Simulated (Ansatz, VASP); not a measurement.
**SbAs in two plane-wave programs**

Aim: how closely do two programs agree when they are given the same cell, functional and k mesh? The cell is generated by rule, not measured, and may not be a known phase. The cell is taken from a series of runs on this material, whose earlier steps may have relaxed, scaled, displaced or heated it; both programs get it as it stands.

Method: plane waves, with VASP 6.6.1 beside it; PBEsol, in Ansatz 0.2.0.

The structure was built from a prototype and need not be the compound's stable phase.

## (1) Set-up

Symmetry: I4mm, No. 107, tetragonal system. The conventional cell has a = 4.075 Å, b = 4.075 Å, c = 5.763 Å, α = 90.00°, β = 90.00°, γ = 90.00°. Sb has 6 As at 2.82 to 2.95 Å nearest. Nearest to As lie 6 Sb at 2.82 to 2.95 Å. Farther neighbours are not listed.

## (2) Ansatz: single point, PBEsol, pair 1

Ansatz runs on its default PAW (the set named soft_2) files.

With cell and atoms fixed, the geometry can't cause a difference; cores, projectors, grids and the points listed under the comparison can.

File input.yaml:

```yaml
crystal:
  lattice:
    - [0.0, 2.8813061903, 2.8813061903]
    - [2.8813061903, 0.0, 2.8813061903]
    - [2.8813061903, 2.8813061903, 0.0]
  atoms:
    - { symbol: Sb, position: [0.0042711317, -0.0042711317, 0.0042711317] }
    - { symbol: As, position: [0.4930587037, 0.5069412963, 0.4930587037] }
kpoints:
  mp_grid: { grid: [12, 12, 12] }
hamiltonian:
  xc: pbesol
scf:
  occupations: { method: methfessel_paxton, width: 0.2 }
output:
  forces: true
  stress: true
  eigenvalues: true
```

Command:

```bash
> ansatz run input.yaml --threads 4 --pin off --max-ram 7168MiB --backend cpu --events-out ev --progress --plain --runs-dir out
```

Numbers of over 12 decimals in the logs are rounded to 6 here.

Log:

```text
Engine: ansatz 0.2.0, aarch64-unknown-linux-gnu
Pseudopotentials: kind: paw
Pseudopotential: Sb, paw, valence charge 15, recommended cutoff 420 eV (normal), Sb.paw.azcp
Pseudopotential: As, paw, valence charge 15, recommended cutoff 420 eV (normal), As.paw.azcp
Functional definition: PBEsol
  exchange = pbesol_x
  correlation = pbesol_c
Crystal: 2 atoms, lattice volume = 47.841 Å³
Basis set: ecut = 420 eV, 941 PW (Γ), exchange–correlation on 60×60×60 points (8 copies of the dense FFT grid, shifted against one another)
Bands: 19, of which v1, the nominal top of the filled ones, is band 15 counted from 1 (14 counted from 0)
Symmetry: 8 space group operations
Space group: I4mm (ITA 107), of the structure as read, at distance tolerance 3.6e-5 Å
k-points: 163 of 1728 (time reversal used)
Non-local potential: Sb, projectors of the file, l = 0: 2, l = 1: 2, l = 2: 2, l = 3: 2
Non-local potential: As, projectors of the file, l = 0: 2, l = 1: 2, l = 2: 3, l = 3: 1
PAW form: soft (Blöchl's): semilocal exchange-correlation on the pseudo side does not see the compensation charge
PAW frozen core: Sb, regenerated for the run's functional, and the local potential with it (the file was generated under x = pbe(κ = 0.804, μ = 0.219515), c = pbe(β = 0.066725))
PAW frozen core: As, regenerated for the run's functional, and the local potential with it (the file was generated under x = pbe(κ = 0.804, μ = 0.219515), c = pbe(β = 0.066725))
PAW one-centre angular grid: Sb, 590 points (default); XC on 64 Gauss nodes
PAW one-centre angular grid: As, 590 points (default); XC on 64 Gauss nodes
Initial density: superposition of atomic densities (neutral atoms: chi_scale 0, normalization atom), corrected by the library's trained network
Initial wavefunctions: pseudopotential atomic-orbital guess
Functional: x = pbesol(κ = 0.804, μ = 0.123457), c = pbesol(β = 0.046)
SCF iter   1: F=—  HF=-11221.056615 eV  |F-HF|=—  |Δ(HF+E_count)|=         —  Δρ=2.87e-3  dr2=6.13e-3  ethr=1.77e-3  ⟨swp⟩=5.3  Hψ=14338  notcnv=0
preconditioner: auto → Kerker (q_TF=auto, 2.524 Å⁻¹)  [metal: Δε(μ)=0.036 eV  Ē_g=9.539 eV  σ=0.200 eV  W_gap=0.15  n_scr=14 (ndim 8)  ℏωp=17.0 eV  f_vac=0.000  D(μ)=0.89/eV (n_scr^D=0)]
SCF iter   2: F=—  HF=-11221.053936 eV  |F-HF|=—  |Δ(HF+E_count)|=   2.68e-3  S|Δr|=    0.00e0  Δρ=1.61e-3  dr2=1.33e-3  ethr=2.04e-5  ⟨swp⟩=2.6  Hψ=6843  notcnv=0
SCF iter   3: F=—  HF=-11221.053632 eV  |F-HF|=—  |Δ(HF+E_count)|=   3.04e-4  S|Δr|=    0.00e0  Δρ=4.61e-4  dr2=1.50e-4  ethr=4.43e-6  ⟨swp⟩=2.0  Hψ=3977  notcnv=0
SCF iter   4: F=—  HF=-11221.053621 eV  |F-HF|=—  |Δ(HF+E_count)|=   1.08e-5  S|Δr|=    0.00e0  Δρ=2.12e-4  dr2=2.18e-5  ethr=5.01e-7  ⟨swp⟩=2.1  Hψ=3934  notcnv=0
SCF iter   5: F=—  HF=-11221.053624 eV  |F-HF|=—  |Δ(HF+E_count)|=   2.50e-6  S|Δr|=    0.00e0  Δρ=6.47e-5  dr2=2.64e-6  ethr=7.27e-8  ⟨swp⟩=2.1  Hψ=4595  notcnv=0
SCF iter   6: F=—  HF=-11221.053624 eV  |F-HF|=—  |Δ(HF+E_count)|=  8.79e-10  S|Δr|=    0.00e0  Δρ=3.15e-5  dr2=2.61e-7  ethr=8.79e-9  ⟨swp⟩=2.3  Hψ=5186  notcnv=0
SCF iter   7: F=-11221.053624 eV  HF=-11221.053624 eV  |F-HF|=2.29e-10  |Δ(HF+E_count)|=   2.66e-7  S|Δr|=    0.00e0  Δρ=7.31e-6  dr2=2.07e-8  ethr=3.33e-10  ⟨swp⟩=5.6  Hψ=14533  notcnv=0
SCF 1 converged in 7 iterations: F = -11221.053624 eV  dr2 = 2.07e-8
  greatest PAW one-centre occupation: 0.999 electrons in one spin orbital (limit 2), on the As atom at site 1 (counted from 0), in its partial waves of l = 2
SCF converged after 7 iterations
Stability not checked: this state was not tested for a lower state beside it, because cold or Methfessel-Paxton smearing, or corrected tetrahedra, fill the levels in a way that the test cannot read (fill_not_monotonic; see scf.lower_state_search)
Free energy (F): -11221.053624 eV
Harris-Foulkes:  -11221.053624 eV  (|F-HF|=2.29e-10)
Internal energy: -11221.052712 eV  (E = F + TS)
E sigma→0 (E₀):  -11221.053396 eV
Entropy (-TS):   -0.000912 eV (-0.456 meV/atom)
Fermi energy:    11.152003 eV
Step filling:    the computed levels leave a gap of 0.0096 eV = 0.0 smearing widths at the electron count; against every level under it full and every level over it empty, smearing changes F+E_penalty+E_count by -0.599 meV and its σ→0 estimate by -0.371 meV
--- Per-component energies (eV) ---
  E_band       = -373.659017
  E_kinetic    = 310.587043
  E_local      = -3118.418345  (includes V_loc(G=0)·N_el)
  E_nonlocal   = -304.508111
  E_hartree    = 1588.378877
  E_xc         = -216.744225
  E_vxc        = -176.562883  (∫ρ·V_xc dr)
  E_paw        = -6291.805249  (= ΣΔE_a)
  E_vpaw       = -261.519306  (= ΣTr[D̂ρ^β])
  E_aug_tail   = 0.000005  (compensation charges beyond the density's cutoff)
  E_ewald      = -3189.840993
  E_core_change = 1.298286  (= ΣΔE_core)
  E_smearing   = -0.000912  (= −TS)
  E_closure    = 0.000000  (closes the sum)
  Σ components = -11221.053624   (vs F -11221.053624, Δ=0.00e0)
--- Forces (eV/Å), atoms counted from 1 ---
  atom   1  Sb     0.00000000     0.20230633    -0.00000000
  atom   2  As     0.00000000    -0.20231029     0.00000000
  max |Σ_I F_I| component: 3.95e-6 eV/Å
--- Stress (GPa, compression-positive) ---
        0.134783      -0.000000       0.000000
       -0.000000       0.219218       0.000000
        0.000000       0.000000       0.134783
  P = ⅓ Tr σ = 0.1629 GPa (1.629 kbar)
--- Band table (eV; the first three rows and the last of 163) ---
  k-point 0: bands = [... 11 lower, 6.3827, 9.2780, 9.3016, 9.3016, 14.8851, 14.8851, 14.9504, 16.4441]
  k-point 1: bands = [... 11 lower, 5.9270, 9.2969, 9.3133, 9.5763, 14.4747, 14.5004, 14.5942, 16.3665]
  k-point 2: bands = [... 11 lower, 4.9245, 9.3409, 9.3582, 10.0644, 13.6130, 13.6439, 13.8950, 16.4164]
  k-point 162: bands = [... 11 lower, 3.2503, 4.7632, 7.1059, 7.1059, 13.2717, 17.0403, 17.0403, 18.9183]
```

The run ends at a pressure of 0.16 GPa, with forces up to 0.20 eV/Å.

## (3) VASP: single point, PBEsol, pair 1

The same cell, functional, mesh and smearing now go to VASP, with its own data sets.

Lines of VASP's logs that name or quote its potential files are left out, and so is its time.

File INCAR:

```
SYSTEM = SbAs
PREC = Accurate
ENCUT = 500
EDIFF = 1E-06
NELM = 120
ISMEAR = 1
SIGMA = 0.2
LREAL = .FALSE.
ALGO = Normal
GGA = PS
NBANDS = 11
LORBIT = 11
LWAVE = .FALSE.
LCHARG = .FALSE.
ISIF = 2
LASPH = .TRUE.
GGA_COMPAT = .FALSE.
KPAR = 2
```

File POSCAR:

```
SbAs
1.0
    0.0000000000      2.8813061903      2.8813061903
    2.8813061903      0.0000000000      2.8813061903
    2.8813061903      2.8813061903      0.0000000000
Sb As
1 1
Direct
    0.0042711317      0.9957288683      0.0042711317
    0.4930587037      0.5069412963      0.4930587037
```

File KPOINTS:

```
Automatic mesh
0
Gamma
12 12 12
0 0 0
```

Potentials, in the order of the species: Sb and As (PBE family, release 64).

Command:

```bash
> mpirun -np 2 vasp_std
```

Log:

```text
[banner, memory and clock lines left out]
running    2 mpi-ranks, on    1 nodes
 distrk:  each k-point on    1 cores,    2 groups
 distr:  one band on    1 cores,    1 groups

 POSCAR found type information on POSCAR SbAs
 POSCAR found :  2 types and       2 ions
|                                                                             |
|               ----> ADVICE to this user running VASP <----                  |
|                                                                             |
|     You enforced a specific xc type in the INCAR file but a different       |
|     [... a line on the potential file left out ...]
|     I HOPE YOU KNOW WHAT YOU ARE DOING!                                     |
|                                                                             |

 LDA part: xc-table for (Slater+PW92), standard interpolation
 POSCAR, INCAR and KPOINTS ok, starting setup
 FFT: planning ... GRIDC
 FFT: planning ... GRID_SOFT
 FFT: planning ... GRID
 WAVECAR not read
 entering main loop
       N       E                     dE             d eps       ncg     rms          rms(c)
DAV:   1     0.257882245443E+02    0.25788E+02   -0.37394E+03  3594   0.692E+02
DAV:   2    -0.818735429929E+01   -0.33976E+02   -0.32784E+02  4986   0.111E+02
DAV:   3    -0.968440752483E+01   -0.14971E+01   -0.14857E+01  4324   0.244E+01
DAV:   4    -0.969522043531E+01   -0.10813E-01   -0.10811E-01  4064   0.243E+00
DAV:   5    -0.969530003840E+01   -0.79603E-04   -0.79603E-04  4281   0.228E-01    0.305E+00
DAV:   6    -0.962540243775E+01    0.69898E-01   -0.27513E-01  3811   0.180E+00    0.182E+00
DAV:   7    -0.962381978197E+01    0.15827E-02   -0.23195E-02  4207   0.797E-01    0.728E-01
DAV:   8    -0.962295532629E+01    0.86446E-03   -0.22170E-03  3856   0.229E-01    0.926E-02
DAV:   9    -0.962291740961E+01    0.37917E-04   -0.48626E-04  3960   0.105E-01    0.486E-02
DAV:  10    -0.962291647855E+01    0.93106E-06   -0.28054E-05  4207   0.345E-02    0.116E-02
DAV:  11    -0.962291647229E+01    0.62517E-08   -0.48707E-06  3976   0.112E-02
   1 F= -.96229165E+01 E0= -.96225984E+01  d E =-.954184E-03
```

OUTCAR, selected parts (step 3):

```text
ion  position               nearest neighbor table
   1  0.004  0.996  0.004-   2 2.82   2 2.88   2 2.88   2 2.88   2 2.88   2 2.95
   2  0.493  0.507  0.493-   1 2.82   1 2.88   1 2.88   1 2.88   1 2.88   1 2.95

  LATTYP: Found a face centered cubic cell.
 ALAT       =     5.7626123806

 Subroutine GETGRP returns: Found  8 space group operations
 (whereof  8 operations were pure point group operations)

The static configuration has the point symmetry C_4v.

 Found    163 irreducible k-points:

   k-points           NKPTS =    163   k-points in BZ     NKDIM =    163   number of bands    NBANDS=     11

   dimension x,y,z NGX =    30 NGY =   30 NGZ =   30
   dimension x,y,z NGXF=    60 NGYF=   60 NGZF=   60

   ENCUT  =  500.0 eV  36.75 Ry    6.06 a.u.   7.43  7.43  7.43*2*pi/ulx,y,z

   NELECT =      10.0000    total number of electrons

 k-points in reciprocal lattice and weights: Automatic mesh
   0.00000000  0.00000000  0.00000000       0.001
   0.08333333  0.00000000  0.00000000       0.005
   0.16666667  0.00000000  0.00000000       0.005
   0.25000000  0.00000000  0.00000000       0.005
   0.33333333  0.00000000  0.00000000       0.005
   0.41666667  0.00000000  0.00000000       0.005
   0.50000000  0.00000000  0.00000000       0.002
   0.08333333  0.08333333  0.00000000       0.002
   0.08333333  0.00000000  0.08333333       0.001
[...]
-0.25000000  0.50000000  0.25000000       0.001
   0.25000000 -0.25000000  0.50000000       0.002

 average (electrostatic) potential at core
       1 -85.8573       2 -47.6582

 E-fermi :   7.0082

 k-point     1 :       0.0000    0.0000    0.0000
  band No.  band energies     occupation
      1      -6.9098      2.00000
      2       2.2620      2.00000
      3       5.1302      2.00000
      4       5.1544      2.00000
      5       5.1544      2.00000
      6      10.7417     -0.00000
      7      10.7417     -0.00000
      8      10.8091     -0.00000
      9      12.2398      0.00000
     10      12.2836      0.00000
    ...

 k-point     2 :       0.0833    0.0000    0.0000
  band No.  band energies     occupation
      1      -6.8244      2.00000
      2       1.8016      2.00000
      3       5.1491      2.00000
      4       5.1659      2.00000
      5       5.4328      2.00000
      6      10.3291     -0.00000
      7      10.3552     -0.00000
      8      10.4522     -0.00000
      9      12.1731      0.00000
     10      12.4241      0.00000
    ...

 k-point     3 :       0.1667    0.0000    0.0000
  band No.  band energies     occupation
      1      -6.5696      2.00000
      2       0.7926      2.00000
      3       5.1927      2.00000
      4       5.2104      2.00000
      5       5.9247      2.00000
      6       9.4661     -0.00000
      7       9.4973     -0.00000
      8       9.7537     -0.00000
      9      12.2322      0.00000
     10      12.9135      0.00000
    ...

  Total        0.0853083      0.1139968      0.0853083      0.0000000      0.0000000      0.0000000
  in kB        2.8569554      3.8177277      2.8569554      0.0000000      0.0000000      0.0000000
  external PRESSURE =       3.1772128 kB  Pullay stress =       0.0000000 kB

  energy-cutoff  :      500.00
  volume of cell :       47.84
      direct lattice vectors                 reciprocal lattice vectors
     0.000000000  2.881306190  2.881306190    -0.173532408  0.173532408  0.173532408
     2.881306190  0.000000000  2.881306190     0.173532408 -0.173532408  0.173532408
     2.881306190  2.881306190  0.000000000     0.173532408  0.173532408 -0.173532408

 POSITION                                       TOTAL-FORCE (eV/Angst)
 -----------------------------------------------------------------------------------
      2.88131      0.02461      2.88131         0.000000      0.190811      0.000000
      2.88131      2.84131      2.88131         0.000000     -0.190811      0.000000
 -----------------------------------------------------------------------------------
    total drift:                                0.000000     -0.000064      0.000000

  FREE ENERGIE OF THE ION-ELECTRON SYSTEM (eV)
  ---------------------------------------------------
  free  energy   TOTEN  =        -9.6229164723 eV

  energy  without entropy=       -9.6219622885  energy(sigma->0) =       -9.62259841

 total charge
# of ion       s       p       d       tot
------------------------------------------
    1        1.234   1.071   0.052   2.356
    2        1.290   1.381   0.041   2.712
--------------------------------------------------
tot          2.524   2.452   0.093   5.069

[... 3 further parts left out ...]
```

The run ends at a pressure of 0.32 GPa, with forces up to 0.19 eV/Å.

## (4) Differences

Known differences besides the potentials themselves: the data sets hold 30 valence electrons in Ansatz (on its default PAW (the set named soft_2) files) and 10 in VASP; the cutoff is 420 eV in Ansatz and 500 eV in VASP; Ansatz makes its cores anew for this functional, VASP keeps those of its PBE data sets. Total energies have different zeros and are not compared.

The two programs side by side:

| quantity | Ansatz | VASP | difference |
| --- | --- | --- | --- |
| pressure (GPa) | 0.16 | 0.32 | -0.15 |

Forces (eV/Å; atoms numbered as in POSCAR):

| atom | Ansatz x, y, z | VASP x, y, z |
| --- | --- | --- |
| Sb1 | 0.000, 0.202, 0.000 | 0.000, 0.191, 0.000 |
| As2 | 0.000, -0.202, 0.000 | 0.000, -0.191, 0.000 |

The forces differ by 6.6 meV/Å r.m.s., which is 6.0 % of the r.m.s. force of 0.110 eV/Å (both taken over all components).

## (5) VASP: single point, PBEsol, pair 2

A single point takes one fixed geometry, so differences don't come from the geometry; what else differs is listed under the comparison.

INCAR is that of step 3.

File POSCAR:

```
SbAs
1.0
    0.0000000000      2.8813061903      2.8813061903
    2.8813061903      0.0000000000      2.8813061903
    2.8813061903      2.8813061903      0.0000000000
Sb As
1 1
Direct
    0.0085422633      0.9914577367      0.0085422633
    0.4861174074      0.5138825926      0.4861174074
```

KPOINTS is that of step 3.

Command:

```bash
> mpirun -np 2 vasp_std
```

Log:

```text
[banner, memory and clock lines left out]
running    2 mpi-ranks, on    1 nodes
[...]
[... a notice as in an earlier step ...]

 LDA part: xc-table for (Slater+PW92), standard interpolation
 POSCAR, INCAR and KPOINTS ok, starting setup
[...]
entering main loop
       N       E                     dE             d eps       ncg     rms          rms(c)
DAV:   1     0.258514805869E+02    0.25851E+02   -0.37408E+03  3594   0.692E+02
DAV:   2    -0.819505716508E+01   -0.34047E+02   -0.32854E+02  4976   0.112E+02
DAV:   3    -0.969923071572E+01   -0.15042E+01   -0.14938E+01  4324   0.246E+01
DAV:   4    -0.970996653302E+01   -0.10736E-01   -0.10734E-01  4069   0.243E+00
[...]
DAV:   9    -0.963790609878E+01    0.35738E-04   -0.51833E-04  3949   0.111E-01    0.489E-02
DAV:  10    -0.963790561538E+01    0.48340E-06   -0.26215E-05  4213   0.338E-02    0.193E-02
DAV:  11    -0.963790495000E+01    0.66538E-06   -0.94527E-06  3931   0.136E-02
   1 F= -.96379049E+01 E0= -.96380198E+01  d E =0.344471E-03
```

From OUTCAR (step 5):

```text
  Total        0.1950255      0.2879320      0.1950255     -0.0000000      0.0000000      0.0000000
  in kB        6.5313633      9.6427819      6.5313633     -0.0000000      0.0000000      0.0000000
  external PRESSURE =       7.5685028 kB  Pullay stress =       0.0000000 kB

 POSITION                                       TOTAL-FORCE (eV/Angst)
 -----------------------------------------------------------------------------------
      2.88131      0.04923      2.88131         0.000000      0.239012      0.000000
      2.88131      2.80131      2.88131         0.000000     -0.239012      0.000000
 -----------------------------------------------------------------------------------
    total drift:                                0.000000     -0.000140      0.000000

  FREE ENERGIE OF THE ION-ELECTRON SYSTEM (eV)
  ---------------------------------------------------
  free  energy   TOTEN  =        -9.6379049500 eV

  energy  without entropy=       -9.6382494205  energy(sigma->0) =       -9.63801977

[... 2 parts as in an earlier step ...]

[... 1 further part left out ...]
[key lines of the parts left out:]
E-fermi :   7.0290
```

The run ends at a pressure of 0.76 GPa, with forces up to 0.24 eV/Å.

## (6) Ansatz: single point, PBEsol, pair 2

The same cell, functional, mesh and smearing now go to Ansatz, which takes its cutoff from its data sets.

The cell is taken from a series of runs on this material, whose earlier steps may have relaxed, scaled, displaced or heated it; both programs get it as it stands.

input.yaml, the sections that differ from step 2:

```yaml
crystal:
  lattice:
    - [0.0, 2.8813061903, 2.8813061903]
    - [2.8813061903, 0.0, 2.8813061903]
    - [2.8813061903, 2.8813061903, 0.0]
  atoms:
    - { symbol: Sb, position: [0.0085422633, -0.0085422633, 0.0085422633] }
    - { symbol: As, position: [0.4861174074, 0.5138825926, 0.4861174074] }
# kpoints, hamiltonian, scf, output: as in step 2
```

Command:

```bash
> ansatz run input.yaml --threads 4 --pin off --max-ram 7168MiB --backend cpu --events-out ev --progress --plain --runs-dir out
```

Log:

```text
[...]
Crystal: 2 atoms, lattice volume = 47.841 Å³
Basis set: ecut = 420 eV, 941 PW (Γ), exchange–correlation on 60×60×60 points (8 copies of the dense FFT grid, shifted against one another)
Bands: 19, of which v1, the nominal top of the filled ones, is band 15 counted from 1 (14 counted from 0)
Symmetry: 8 space group operations
[...]
k-points: 163 of 1728 (time reversal used)
[...]
--- Band table (eV; the first three rows and the last of 163) ---
  k-point 0: bands = [... 11 lower, 6.3991, 9.2305, 9.3253, 9.3253, 14.7492, 14.7492, 14.9958, 16.4563]
  k-point 1: bands = [... 11 lower, 5.9416, 9.2656, 9.3357, 9.5811, 14.3862, 14.4395, 14.6177, 16.4017]
  k-point 2: bands = [... 11 lower, 4.9367, 9.3060, 9.3766, 10.0608, 13.5742, 13.6904, 13.8791, 16.4224]
  k-point 162: bands = [... 11 lower, 3.0748, 4.9227, 7.1073, 7.1073, 13.2748, 17.0533, 17.0533, 18.9638]
[key lines of the parts left out:]
SCF converged after 7 iterations
Free energy (F): -11221.069645 eV
Fermi energy:    11.171611 eV
P = ⅓ Tr σ = 0.5828 GPa (5.828 kbar)
```

The run ends at a pressure of 0.58 GPa, with forces up to 0.26 eV/Å.

## (7) Side by side

What differs besides the data sets and the points named for the pairs above, as far as they apply: the data sets hold 30 valence electrons in Ansatz (on its default PAW (the set named soft_2) files) and 10 in VASP. Total energies have different zeros and are not compared.

The two programs side by side:

| quantity | Ansatz | VASP | difference |
| --- | --- | --- | --- |
| pressure (GPa) | 0.58 | 0.76 | -0.17 |

Forces (eV/Å; atoms numbered as in POSCAR):

| atom | Ansatz x, y, z | VASP x, y, z |
| --- | --- | --- |
| Sb1 | 0.000, 0.260, 0.000 | 0.000, 0.239, 0.000 |
| As2 | 0.000, -0.260, 0.000 | 0.000, -0.239, 0.000 |

The forces differ by 12 meV/Å r.m.s., which is 8.7 % of the r.m.s. force of 0.138 eV/Å (both taken over all components).

(Part 1 of 2 ends here.)

[Lines on the potential files, build, host, timing and source positions are cut from VASP's logs without a mark.]

[Logs are printed without paths, hosts, clocks, repeated set-up lines and the standing remarks that a program may print on its own settings, such as how far it seeks lower states.]

[Hosts, paths, dates, database ids (printed as entryN), source tags and the programs' standing remarks are cut or masked in the printed files.]
